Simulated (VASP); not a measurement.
# Cs2AgBiBr6: what each functional gives, and what it costs, part 3 of 6

How far up the ladder of functionals must one climb to get the gap of Cs2AgBiBr6 right? The start is a cell from a database of measured crystal structures.

VASP 6.6.1, plane waves and PAW; the level of theory is named at each step.

So far, least gap on mesh and path (eV): step 2 (bands, level LDA, k 2×2×2) 1.06; step 3 (bands, level PBEsol, k 2×2×2) 1.14; step 4 (bands, level PBE, k 2×2×2) 1.24.

### Step 5. Bands with r2SCAN, k 2×2×2

This step: r2SCAN; plane waves and PAW (Cs_sv, Ag, Bi_d, Br) (VASP 6.6.1).

r2SCAN adds the kinetic-energy density, costs more than a GGA and is run with LASPH.

The input, INCAR:

```
SYSTEM = Cs2AgBiBr6
PREC = Accurate
ENCUT = 400
EDIFF = 1E-06
NELM = 100
ISMEAR = 0
SIGMA = 0.02
LREAL = .FALSE.
ALGO = Normal
METAGGA = R2SCAN
LASPH = .TRUE.
NBANDS = 67
LORBIT = 11
LWAVE = .FALSE.
LCHARG = .FALSE.
NCORE = 8
```

The input, POSCAR:

```
Cs2AgBiBr6
1.0
    0.0000000000      5.6161000000      5.6161000000
    5.6161000000      0.0000000000      5.6161000000
    5.6161000000      5.6161000000      0.0000000000
Cs Ag Bi Br
2 1 1 6
Direct
    0.2500000000      0.2500000000      0.2500000000
    0.7500000000      0.7500000000      0.7500000000
    0.5000000000      0.5000000000      0.5000000000
    0.0000000000      0.0000000000      0.0000000000
    0.2505500000      0.7494500000      0.2505500000
    0.2505500000      0.7494500000      0.7494500000
    0.7494500000      0.2505500000      0.7494500000
    0.7494500000      0.2505500000      0.2505500000
    0.2505500000      0.2505500000      0.7494500000
    0.7494500000      0.7494500000      0.2505500000
```

The input, KPOINTS:

```
Automatic mesh
0
Gamma
2 2 2
0 0 0
```

The input, KPOINTS_OPT:

```
Line mode
12
Line-mode
Reciprocal
  0.00000000   0.00000000   0.00000000 GAMMA
  0.50000000   0.00000000   0.50000000 X

  0.50000000   0.00000000   0.50000000 X
  0.50000000   0.25000000   0.75000000 W

  0.50000000   0.25000000   0.75000000 W
  0.37500000   0.37500000   0.75000000 K

  0.37500000   0.37500000   0.75000000 K
  0.00000000   0.00000000   0.00000000 GAMMA

  0.00000000   0.00000000   0.00000000 GAMMA
  0.50000000   0.50000000   0.50000000 L

  0.50000000   0.50000000   0.50000000 L
  0.62500000   0.25000000   0.62500000 U

  0.62500000   0.25000000   0.62500000 U
  0.50000000   0.25000000   0.75000000 W

  0.50000000   0.25000000   0.75000000 W
  0.50000000   0.50000000   0.50000000 L

  0.50000000   0.50000000   0.50000000 L
  0.37500000   0.37500000   0.75000000 K

  0.62500000   0.25000000   0.62500000 U
  0.50000000   0.00000000   0.50000000 X
```

Potentials, in the order of the species: Cs_sv, Ag, Bi_d and Br (PBE family, release 64).

The run is started by

```console
mpirun -np 8 vasp_std
```

What it wrote:

```text
[banner, memory and clock lines left out]
running    8 mpi-ranks, on    1 nodes
[...]
[... a notice as in an earlier step ...]

 [... a notice as in an earlier step ...]

 LDA part: xc-table for (None), standard interpolation
 POSCAR, INCAR and KPOINTS ok, starting setup
[...]
entering main loop
       N       E                     dE             d eps       ncg     rms          rms(c)
DAV:   1     0.417841907425E+03    0.41784E+03   -0.31812E+04   402   0.937E+02
DAV:   2    -0.172714027387E+03   -0.59056E+03   -0.56111E+03   483   0.239E+02
DAV:   3    -0.240684017847E+03   -0.67970E+02   -0.67302E+02   476   0.949E+01
DAV:   4    -0.242632757065E+03   -0.19487E+01   -0.19415E+01   492   0.191E+01
[...]
DAV:  12    -0.222301881996E+03   -0.85859E-04   -0.11893E-04   492   0.416E-02    0.153E-02
DAV:  13    -0.222301895776E+03   -0.13779E-04   -0.20933E-05   484   0.255E-02    0.705E-03
DAV:  14    -0.222301896340E+03   -0.56384E-06   -0.27578E-06   452   0.780E-03
   1 F= -.22230190E+03 E0= -.22230190E+03  d E =-.131899E-19
 Start KPOINTS_OPT (optional k-point list driver)
k-point batch [1-3\120]
       N       E                     dE             ncg
DAV:   1     0.585010552319E+02   -0.77426E+03      426
DAV:   2    -0.169536004522E+04   -0.17539E+04      474
DAV:   3    -0.189276648259E+04   -0.19741E+03      484
DAV:   4    -0.189794376346E+04   -0.51773E+01      444
DAV:   5    -0.189808813830E+04   -0.14437E+00      596
DAV:   6    -0.189809029106E+04   -0.21528E-02      468
DAV:   7    -0.189809043501E+04   -0.14395E-03      628
DAV:   8    -0.189809043566E+04   -0.64952E-06      388
[...]
k-point batch [118-120\120]
       N       E                     dE             ncg
DAV:   1     0.389308644824E+02   -0.41300E+04      418
DAV:   2    -0.171849137730E+04   -0.17574E+04      491
DAV:   3    -0.190292223802E+04   -0.18443E+03      492
DAV:   4    -0.190766211442E+04   -0.47399E+01      508
DAV:   5    -0.190779820939E+04   -0.13609E+00      588
DAV:   6    -0.190779964349E+04   -0.14341E-02      532
DAV:   7    -0.190779973408E+04   -0.90589E-04      596
DAV:   8    -0.190779973456E+04   -0.48285E-06      460
```

Run time: 5.4 min. Hardware: 8 MPI ranks of Intel Xeon 6975P-C (Granite Rapids), shared host; peak memory 1.5 GiB; 43 min of CPU time.

Parts of OUTCAR (step 5):

```text
  Total        2.5897445      2.5897445      2.5897445     -0.0000000      0.0000000     -0.0000000
  in kB       11.7120526     11.7120526     11.7120526     -0.0000000      0.0000000     -0.0000000
  external PRESSURE =      11.7120526 kB  Pullay stress =       0.0000000 kB

 POSITION                                       TOTAL-FORCE (eV/Angst)
 -----------------------------------------------------------------------------------
      2.80805      2.80805      2.80805         0.000000     -0.000000      0.000000
      8.42415      8.42415      8.42415        -0.000000      0.000000     -0.000000
      5.61610      5.61610      5.61610        -0.000000     -0.000000     -0.000000
      0.00000      0.00000      0.00000        -0.000000     -0.000000      0.000000
      5.61610      2.81423      5.61610        -0.000000      0.192940      0.000000
      8.41797      5.61610      5.61610        -0.192940     -0.000000      0.000000
      5.61610      8.41797      5.61610        -0.000000     -0.192940      0.000000
      2.81423      5.61610      5.61610         0.192940     -0.000000      0.000000
      5.61610      5.61610      2.81423        -0.000000     -0.000000      0.192940
      5.61610      5.61610      8.41797        -0.000000     -0.000000     -0.192940
 -----------------------------------------------------------------------------------
    total drift:                                0.000000      0.000000      0.000000

  FREE ENERGIE OF THE ION-ELECTRON SYSTEM (eV)
  ---------------------------------------------------
  free  energy   TOTEN  =      -222.3018963398 eV

  energy  without entropy=     -222.3018963398  energy(sigma->0) =     -222.30189634

[... 2 parts as in an earlier step ...]

[... 1 further part left out ...]
[key lines of the parts left out:]
E-fermi :   1.3287
```

Electronic bands along the path, in eV, zero at the valence-band top; v1 is the highest filled band, c1 the lowest empty one:

```csv
point,v4,v3,v2,v1,c1,c2,c3,c4
Γ,-1.38,-1.38,-0.73,-0.73,2.65,2.65,2.65,4.14
0.55 of the way,-1.67,-1.39,-0.93,-0.74,2.95,2.95,3.08,4.99
X,-1.67,-1.39,-0.74,0.00,3.14,3.14,3.50,4.89
0.45 of the way,-1.67,-1.45,-0.93,-0.06,3.05,3.19,3.46,5.25
W,-1.62,-1.62,-1.33,-0.11,2.97,3.34,3.34,5.79
0.45 of the way,-1.66,-1.57,-1.22,-0.15,2.81,3.39,3.47,5.71
K,-1.67,-1.55,-1.08,-0.21,2.67,3.41,3.63,5.61
0.45 of the way,-1.65,-1.52,-1.37,-0.96,2.34,3.02,3.82,5.07
Γ,-1.38,-1.38,-0.73,-0.73,2.65,2.65,2.65,4.14
0.45 of the way,-1.59,-1.46,-1.09,-1.09,2.21,3.23,3.23,4.61
L,-1.68,-1.43,-1.36,-1.36,1.63,4.01,4.01,5.46
0.45 of the way,-1.68,-1.66,-1.30,-0.77,1.95,3.79,3.93,5.67
U,-1.67,-1.55,-1.08,-0.21,2.67,3.41,3.63,5.61
0.55 of the way,-1.66,-1.57,-1.22,-0.15,2.81,3.39,3.47,5.71
W,-1.62,-1.62,-1.33,-0.11,2.97,3.34,3.34,5.79
0.55 of the way,-1.67,-1.63,-1.32,-0.66,2.05,3.73,3.89,5.74
L,-1.68,-1.43,-1.36,-1.36,1.63,4.01,4.01,5.46
0.55 of the way,-1.67,-1.66,-1.27,-0.65,2.08,3.70,3.89,5.75
K,-1.67,-1.55,-1.08,-0.21,2.67,3.41,3.63,5.61
jump to U,-1.67,-1.55,-1.08,-0.21,2.67,3.41,3.63,5.61
0.55 of the way,-1.67,-1.43,-0.83,-0.04,3.00,3.26,3.48,5.08
X,-1.67,-1.39,-0.74,0.00,3.14,3.14,3.50,4.89
```

Of the projections kept (Cs, Ag, Bi, Br), the largest for each band there; the rest of the weight can lie on other orbitals:

```csv
point,v4,v3,v2,v1,c1,c2,c3,c4
Γ,Br 1.00,Br 1.00,Ag 0.49,Ag 0.49,Bi 0.57,Bi 0.57,Bi 0.57,Br 0.58
X,Br 0.58,Br 1.00,Ag 0.50,Br 0.55,Bi 0.58,Bi 0.58,Bi 0.58,Ag 0.58
W,Br 0.91,Br 0.91,Ag 0.49,Br 0.55,Bi 0.39,Bi 0.58,Bi 0.58,Br 0.44
K,Br 0.66,Br 0.96,Br 0.49,Br 0.55,Bi 0.45,Bi 0.58,Bi 0.53,Ag 0.44
Γ,Br 1.00,Br 1.00,Ag 0.49,Ag 0.49,Bi 0.57,Bi 0.57,Bi 0.57,Br 0.58
L,Br 0.98,Br 0.79,Br 0.59,Br 0.59,Bi 0.49,Bi 0.49,Bi 0.50,Br 0.49
```

The gap is 1.63 eV, indirect, from X to L. Against LDA that is +0.57 eV; this run took 2.1 times the core time.

### Step 6. Bands with TB-mBJ, k 2×2×2

This step: TB-mBJ; plane waves and PAW (Cs_sv, Ag, Bi_d, Br) (VASP 6.6.1).

TB-mBJ is a local potential fitted to gaps: it costs far less than a hybrid but gives no energy.

Edit INCAR of step 5 so:

```diff
@@ -4,3 +4,3 @@
 EDIFF = 1E-06
-NELM = 100
+NELM = 150
 ISMEAR = 0
@@ -9,3 +9,3 @@
 ALGO = Normal
-METAGGA = R2SCAN
+METAGGA = MBJ
 LASPH = .TRUE.
```

POSCAR is that of step 5.

KPOINTS is that of step 5.

KPOINTS_OPT is that of step 5.

The run is started by

```console
mpirun -np 8 vasp_std
```

What it wrote:

```text
[... set-up lines as in an earlier step ...]
 entering main loop
       N       E                     dE             d eps       ncg     rms          rms(c)
DAV:   1     0.363775539834E+04    0.36378E+04   -0.31238E+04   402   0.919E+02
DAV:   2     0.305817668844E+04   -0.57958E+03   -0.55129E+03   483   0.234E+02
DAV:   3     0.299200744404E+04   -0.66169E+02   -0.65490E+02   476   0.923E+01
DAV:   4     0.299015826911E+04   -0.18492E+01   -0.18424E+01   481   0.185E+01
[...]
DAV:   8     0.298872796149E+04    0.65713E+00   -0.10061E+00   444   0.455E+00    0.231E+01
DAV:   9     0.299260841365E+04    0.38805E+01   -0.60679E+00   452   0.145E+01    0.181E+01
DAV:  10     0.299236160834E+04   -0.24681E+00   -0.10014E+00   484   0.328E+00    0.186E+01
[... 130 further cycles ...]
DAV: 141     0.280241724273E+04   -0.18049E+04   -0.80626E+03   804   0.437E+02    0.239E+03
DAV: 142    -0.102658848847E+05   -0.13068E+05   -0.80754E+04   724   0.188E+03    0.454E+03
DAV: 143     0.351064195889E+04    0.13777E+05   -0.13982E+04   595   0.183E+03    0.239E+03
DAV: 144    -0.143183661700E+04   -0.49425E+04   -0.64676E+04   753   0.147E+03    0.191E+03
[...]
DAV: 148     0.423288764703E+04    0.17569E+05   -0.15708E+05   532   0.264E+03    0.441E+02
DAV: 149     0.504322985699E+03   -0.37286E+04   -0.19437E+04   804   0.695E+02    0.129E+03
DAV: 150    -0.463400308474E+04   -0.51383E+04   -0.82609E+04   718   0.166E+03
 -----------------------------------------------------------------------------
|                                                                             |
|           W    W    AA    RRRRR   N    N  II  N    N   GGGG   !!!           |
|           W    W   A  A   R    R  NN   N  II  NN   N  G    G  !!!           |
|           W    W  A    A  R    R  N N  N  II  N N  N  G       !!!           |
|           W WW W  AAAAAA  RRRRR   N  N N  II  N  N N  G  GGG   !            |
|           WW  WW  A    A  R   R   N   NN  II  N   NN  G    G                |
|           W    W  A    A  R    R  N    N  II  N    N   GGGG   !!!           |
|                                                                             |
|     The electronic self-consistency was not achieved in the given           |
|     number of steps (NELM). The forces and other quantities evaluated       |
|     might not be reliable so examine the results carefully. If you find     |
|     spurious results, we suggest increasing NELM, if you were close to      |
|     convergence or switching to a different ALGO or adjusting the           |
|     density mixing parameters otherwise.                                    |
|                                                                             |
 -----------------------------------------------------------------------------

   1 F= -.46340031E+04 E0= -.46340008E+04  d E =-.449442E-02
 Start KPOINTS_OPT (optional k-point list driver)
k-point batch [1-3\120]
       N       E                     dE             ncg
DAV:   1     0.100986937727E+05    0.92659E+04      707
DAV:   2     0.549633680076E+04   -0.46024E+04      804
DAV:   3     0.388187120960E+04   -0.16145E+04      804
DAV:   4     0.319342108792E+04   -0.68845E+03      804
[...]
DAV:  49     0.272325375003E+04   -0.14423E-05      540
DAV:  50     0.272325374891E+04   -0.11174E-05      540
DAV:  51     0.272325374818E+04   -0.73128E-06      492
[...]
k-point batch [118-120\120]
       N       E                     dE             ncg
DAV:   1     0.103497227543E+05    0.61807E+04      683
DAV:   2     0.555865497319E+04   -0.47911E+04      804
DAV:   3     0.389881088826E+04   -0.16598E+04      804
DAV:   4     0.321574239539E+04   -0.68307E+03      804
[...]
DAV:  51     0.272354276616E+04   -0.14082E-05      468
DAV:  52     0.272354276506E+04   -0.11044E-05      468
DAV:  53     0.272354276418E+04   -0.87958E-06      468
```

Elapsed: 16 min, on 8 MPI ranks; peak memory 1.6 GiB.

Parts of OUTCAR (step 6):

```text
 k-point     1 :       0.0000    0.0000    0.0000
  band No.  band energies     occupation
    ...
     40      21.7320      2.00000
     41      22.4131      2.00000
     42      23.3971      2.00000
     43      23.5982      2.00000
     44      24.5571      1.99994
     45      25.4616      0.00000
     46      26.3339      0.00000
     47      27.4809      0.00000
     48      28.2346      0.00000
     49      28.4043      0.00000
    ...

  Total     5282.6893113   5282.6893113   5282.6893113     -0.0000000      0.0000000      0.0000000
  in kB    23890.8256835  23890.8256835  23890.8256835     -0.0000000      0.0000000      0.0000000
  external PRESSURE =   23890.8256835 kB  Pullay stress =       0.0000000 kB

 POSITION                                       TOTAL-FORCE (eV/Angst)
 -----------------------------------------------------------------------------------
      2.80805      2.80805      2.80805         0.000000      0.000000      0.000000
      8.42415      8.42415      8.42415        -0.000000     -0.000000      0.000000
      5.61610      5.61610      5.61610        -0.000000      0.000000      0.000000
      0.00000      0.00000      0.00000        -0.000000      0.000000      0.000000
      5.61610      2.81423      5.61610        -0.000000     -6.616587      0.000000
      8.41797      5.61610      5.61610         6.616587      0.000000      0.000000
      5.61610      8.41797      5.61610        -0.000000      6.616587      0.000000
      2.81423      5.61610      5.61610        -6.616587      0.000000      0.000000
      5.61610      5.61610      2.81423        -0.000000      0.000000     -6.616587
      5.61610      5.61610      8.41797        -0.000000      0.000000      6.616587
 -----------------------------------------------------------------------------------
    total drift:                               -0.000000      0.000000      0.000000

  FREE ENERGIE OF THE ION-ELECTRON SYSTEM (eV)
  ---------------------------------------------------
  free  energy   TOTEN  =     -4634.0030847428 eV

  energy  without entropy=    -4633.9985903208  energy(sigma->0) =    -4634.00083753

[... 8 parts as in an earlier step ...]

[... 8 further parts left out ...]
[key lines of the parts left out:]
E-fermi :  24.6138
```

The electronic loop ended without reaching EDIFF, so its numbers are not used.

[end of part 3 of 6]

[Lines on the potential files, build, host, timing and source positions are cut from VASP's logs without a mark.]

[Logs are printed without paths, hosts, clocks, repeated set-up lines and the standing remarks that a program may print on its own settings, such as how far it seeks lower states.]

[Hosts, paths, dates, database ids (printed as entryN), source tags and the programs' standing remarks are cut or masked in the printed files.]

[A measured line is paired with the nearest computed mode of its activity, which favours agreement.]
